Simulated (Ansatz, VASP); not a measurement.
# Cross-check of As between VASP and Ansatz, part 2 of 2

Aim: how closely do two programs agree when they are given the same cell, functional and k mesh? Of the first pair: The structure shown is the start of the Ansatz relaxation below; VASP solves that cell, so the two are compared at the walk's first step.

VASP 6.6.1 and Ansatz 0.2.0.

So far: Set-up; Ansatz: relaxation, PBEsol; VASP: single point, PBEsol, start cell, pair 1.

**3. VASP: single point, PBEsol, start cell, pair 1 (continued)**

Level of this step: PBEsol; plane waves and PAW (As) (VASP).

Numbers of over 12 decimals in the logs are rounded to 6 here.

Parts of OUTCAR (step 3):

```text
ion  position               nearest neighbor table
   1  0.333  0.667  0.322-   2 2.38   2 2.38   2 2.38
   2  0.667  0.333  0.371-   1 2.38   1 2.38   1 2.38

  LATTYP: Found a hexagonal cell.
 ALAT       =     3.4478940000
 C/A-ratio  =     7.6613851818

 Subroutine GETGRP returns: Found 12 space group operations
 (whereof  6 operations were pure point group operations)

The static configuration has the point symmetry C_3v.
 The point group associated with its full space group is D_3d.

 Found     12 irreducible k-points:

   k-points           NKPTS =     12   k-points in BZ     NKDIM =     12   number of bands    NBANDS=     11

   dimension x,y,z NGX =    24 NGY =   24 NGZ =  180
   dimension x,y,z NGXF=    48 NGYF=   48 NGZF=  360

   ENCUT  =  400.0 eV  29.40 Ry    5.42 a.u.   5.62  5.62 43.08*2*pi/ulx,y,z

   NELECT =      10.0000    total number of electrons

 k-points in reciprocal lattice and weights: Automatic mesh
   0.00000000  0.00000000  0.00000000       0.012
   0.11111111 -0.00000000  0.00000000       0.074
   0.22222222  0.00000000  0.00000000       0.074
   0.33333333  0.00000000  0.00000000       0.074
   0.44444444  0.00000000  0.00000000       0.074
   0.11111111  0.11111111  0.00000000       0.074
   0.22222222  0.11111111  0.00000000       0.148
   0.33333333  0.11111111  0.00000000       0.148
   0.44444444  0.11111111  0.00000000       0.074
   0.22222222  0.22222222  0.00000000       0.074
   0.33333333  0.22222222  0.00000000       0.148
   0.33333333  0.33333333  0.00000000       0.025

 dipolmoment           0.000000      0.000000      0.000001 electrons x Angstroem

 average (electrostatic) potential at core
       1 -57.9424       2 -57.9423

 E-fermi :  -3.2030

 k-point     1 :       0.0000    0.0000    0.0000
  band No.  band energies     occupation
      1     -18.5823      2.00000
      2     -11.1290      2.00000
      3      -4.5799      2.00000
      4      -4.0346      2.00000
      5      -4.0346      2.00000
      6      -1.4870      0.00000
      7      -0.1346      0.00000
      8      -0.1346      0.00000
      9       0.9983      0.00000
     10       1.3540      0.00000
    ...

 k-point     2 :       0.1111   -0.0000    0.0000
  band No.  band energies     occupation
      1     -18.3942      2.00000
      2     -11.0613      2.00000
      3      -5.5868      2.00000
      4      -4.4728      2.00000
      5      -4.4554      2.00000
      6      -1.0294      0.00000
      7       0.1790      0.00000
      8       0.3363      0.00000
      9       1.2722      0.00000
     10       1.5564      0.00000
    ...

 k-point     3 :       0.2222    0.0000    0.0000
  band No.  band energies     occupation
      1     -17.8384      2.00000
      2     -11.0746      2.00000
      3      -7.5128      2.00000
      4      -5.2269      2.00000
      5      -4.2868      2.00000
      6      -1.9808      0.00000
      7       0.9050      0.00000
      8       1.0214      0.00000
      9       1.7369      0.00000
     10       2.2344      0.00000
    ...

  Total        2.4687194      2.4687197      2.3777436      0.0000000     -0.0000000      0.0000000
  in kB       14.5439587     14.5439607     14.0079936      0.0000000     -0.0000000      0.0000000
  external PRESSURE =      14.3653043 kB  Pullay stress =       0.0000000 kB

  energy-cutoff  :      400.00
  volume of cell :      271.96
      direct lattice vectors                 reciprocal lattice vectors
     3.447894000  0.000000000  0.000000000     0.290032118  0.167450110  0.000000000
    -1.723947000  2.985964000  0.000000000     0.000000000  0.334900220  0.000000000
     0.000000000  0.000000000 26.415644000     0.000000000  0.000000000  0.037856355

 POSITION                                       TOTAL-FORCE (eV/Angst)
 -----------------------------------------------------------------------------------
     -0.00000      1.99064      8.50000        -0.000000      0.000000     -1.824751
      1.72395      0.99532      9.80782         0.000000      0.000000      1.824751
 -----------------------------------------------------------------------------------
    total drift:                                0.000219     -0.000000      0.000001

  FREE ENERGIE OF THE ION-ELECTRON SYSTEM (eV)
  ---------------------------------------------------
  free  energy   TOTEN  =        -9.8637716615 eV

  energy  without entropy=       -9.8637716615  energy(sigma->0) =       -9.86377166

 vacuum level on the upper side and lower side of the slab         1.563         1.563

 total charge
# of ion       s       p       d       tot
------------------------------------------
    1        1.289   1.460   0.060   2.809
    2        1.289   1.460   0.060   2.809
--------------------------------------------------
tot          2.579   2.920   0.119   5.618

[... 3 further parts left out ...]
```

**4. Comparison**

Known differences besides the potentials themselves: Ansatz cuts the interaction across the vacuum, VASP repeats the sheet with a dipole correction (LDIPOL); the data sets hold 30 valence electrons in Ansatz (on its default PAW (the set named soft_2) files) and 10 in VASP; the cutoff is 420 eV in Ansatz and 400 eV in VASP; Ansatz makes its cores anew for this functional, VASP keeps those of its PBE data sets. Total energies have different zeros and are not compared.

Forces (eV/Å; atoms numbered as in POSCAR):

```
atom        Ansatz x, y, z          VASP x, y, z
 As1  0.000, 0.000, -1.647  0.000, 0.000, -1.825
 As2   0.000, 0.000, 1.647   0.000, 0.000, 1.825
```

The forces differ by 102 meV/Å r.m.s., which is 9.7 % of the r.m.s. force of 1.054 eV/Å (both taken over all components). Where the cell holds vacuum, a pressure given here is an average over it and none of the material.

**5. What the set-up changes**

Further runs change the set-up of one program: Ansatz's method, potentials or start, or VASP's data sets, cutoff or form of LDA. The table gives that difference for each run.

| run | r.m.s. force difference (meV/Å) |
| --- | --- |
| as above | 102 |
| VASP with the data sets As_d and a cutoff of 520 eV | 13 |

**6. Ansatz: relaxation, PBEsol**

This run makes the geometry at which the two programs are then compared.

The structure compared here is the end of the Ansatz relaxation.

This is the run of step 2 again, met here at its other cell.

**7. VASP: single point, PBEsol, relaxed cell, pair 2**

The same cell, functional, mesh and smearing now go to VASP, with its own data sets.

The input, INCAR:

```
SYSTEM = As
PREC = Accurate
ENCUT = 400
EDIFF = 1E-06
NELM = 120
ISMEAR = -1
SIGMA = 0.02
LREAL = .FALSE.
ALGO = Normal
GGA = PS
NBANDS = 11
LORBIT = 11
LWAVE = .FALSE.
LCHARG = .FALSE.
ISIF = 2
LDIPOL = .TRUE.
IDIPOL = 3
DIPOL = 0.5 0.5 0.347
LVHAR = .TRUE.
LASPH = .TRUE.
GGA_COMPAT = .FALSE.
EFERMI = MIDGAP
NELMDL = -8
```

The input, POSCAR:

```
As
1.0
    3.5443795165      0.0000000000      0.0000000000
   -1.7721897582      3.0695227019      0.0000000000
    0.0000000000      0.0000000000     26.4156438000
As
2
Direct
    0.3333333334      0.6666666668      0.3202430994
    0.6666666668      0.3333333334      0.3728243131
```

The input, KPOINTS:

```
Automatic mesh
0
Gamma
9 9 1
0 0 0
```

The projector-augmented-wave data sets are As (PBE family, release 64).

Command:

```sh
$ mpirun -np 1 vasp_std
```

Log:

```text
[banner, memory and clock lines left out]
running    1 mpi-ranks, on    1 nodes
[...]
[... a notice as in an earlier step ...]

 LDA part: xc-table for (Slater+PW92), standard interpolation
 POSCAR, INCAR and KPOINTS ok, starting setup
[...]
entering main loop
       N       E                     dE             d eps       ncg     rms          rms(c)
DAV:   1     0.582578371949E+02    0.58258E+02   -0.25300E+03   264   0.475E+02
DAV:   2    -0.469881314483E+01   -0.62957E+02   -0.55589E+02   415   0.894E+01
DAV:   3    -0.100210908914E+02   -0.53223E+01   -0.53108E+01   375   0.369E+01
DAV:   4    -0.100958116251E+02   -0.74721E-01   -0.74702E-01   382   0.485E+00
[...]
DAV:  20    -0.100083645603E+02   -0.63708E-05   -0.20924E-07   345   0.135E-03    0.188E-04
DAV:  21    -0.100083658344E+02   -0.12741E-05   -0.23134E-08   297   0.411E-04    0.110E-04
DAV:  22    -0.100083664992E+02   -0.66485E-06   -0.11289E-08   264   0.312E-04
   1 F= -.10008366E+02 E0= -.10008366E+02  d E =-.797253E-17
```

From OUTCAR (step 7):

```text
  Total        0.1183293      0.1183293      0.1543772      0.0000000      0.0000000      0.0000000
  in kB        0.6596760      0.6596760      0.8606401      0.0000000      0.0000000      0.0000000
  external PRESSURE =       0.7266640 kB  Pullay stress =       0.0000000 kB

 POSITION                                       TOTAL-FORCE (eV/Angst)
 -----------------------------------------------------------------------------------
      0.00000      2.04635      8.45943         0.000000      0.000000     -0.116979
      1.77219      1.02317      9.84839        -0.000000      0.000000      0.116979
 -----------------------------------------------------------------------------------
    total drift:                               -0.000000     -0.000000      0.000020

  FREE ENERGIE OF THE ION-ELECTRON SYSTEM (eV)
  ---------------------------------------------------
  free  energy   TOTEN  =       -10.0083664992 eV

  energy  without entropy=      -10.0083664992  energy(sigma->0) =      -10.00836650

[... 1 part as in an earlier step ...]

[... 2 further parts left out ...]
[key lines of the parts left out:]
E-fermi :  -3.1203
```

**8. Side by side**

What differs besides the data sets and the points named for the pairs above, as far as they apply: the data sets hold 30 valence electrons in Ansatz (on its default PAW (the set named soft_2) files) and 10 in VASP. Total energies have different zeros and are not compared.

Compared:

```csv
quantity,Ansatz,VASP,difference
gap on the k mesh (eV),1.485,1.488,-0.003
```

Forces (eV/Å; atoms numbered as in POSCAR):

```
atom       Ansatz x, y, z          VASP x, y, z
 As1  0.000, 0.000, 0.000  0.000, 0.000, -0.117
 As2  0.000, 0.000, 0.000   0.000, 0.000, 0.117
```

The forces differ by 67 meV/Å r.m.s., where the r.m.s. force is 0.000 eV/Å in Ansatz and 0.068 eV/Å in VASP: the atoms lie near their places of rest in Ansatz, so a percentage would say little (all taken over all components). A gap on the mesh is an upper bound, since the band edges may lie between its points. Where the cell holds vacuum, a pressure given here is an average over it and none of the material.

**9. Results**

| Item | Value |
| --- | --- |
| r.m.s. force difference (single point, PBEsol, start cell, pair 1) | 9.7 % of the r.m.s. force |
| r.m.s. force difference (single point, PBEsol, relaxed cell, pair 2) | 67 meV/Å |

What this shows: The r.m.s. force difference is 67 meV/Å (single point, PBEsol, relaxed cell, pair 2), beyond the 12 meV/Å picked in this series as the mark of a large difference. The data sets hold unlike numbers of valence electrons (30 in Ansatz and 10 in VASP), so part of the differences may come from the potentials. Single point, PBEsol, start cell, pair 1, VASP with the data sets As_d and a cutoff of 520 eV: r.m.s. force difference goes from 102 to 13 meV/Å. What causes the difference of the single point, PBEsol, relaxed cell, pair 2 pair stays open here. Such differences can come from data sets, numerical settings and the points named under the comparisons, not from the functional's error against experiment.

[Lines on the potential files, build, host, timing and source positions are cut from VASP's logs without a mark.]

[Logs are printed without paths, hosts, clocks, repeated set-up lines and the standing remarks that a program may print on its own settings, such as how far it seeks lower states.]

[Hosts, paths, dates, database ids (printed as entryN), source tags and the programs' standing remarks are cut or masked in the printed files.]
